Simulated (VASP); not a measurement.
```
CSi
1.0
    0.00000     2.15390     2.15390
    2.15390     0.00000     2.15390
    2.15390     2.15390     0.00000
Si C
1 1
Cartesian
  0.00000   0.00000   0.00000
  1.07695   1.07695   1.07695
```

Level of theory: SCAN meta-GGA, VASP's PBE PAW potentials (set 64) (plane waves; VASP). Settings: 520 eV cut-off, 10×10×10 Γ-centred mesh, Gaussian smearing of 0.050 eV, potentials Si C.

### Question
Give the stress tensor in GPa (positive for a compressed cell).

### Answer

```
7.39  0.00  0.00
0.00  7.39  0.00
0.00  0.00  7.39
```
The pressure is its mean diagonal, 7.39 GPa.

The compound is SiC in the zinc blende structure. This cell is one point of a volume scan, at 0.97 of the reference volume.
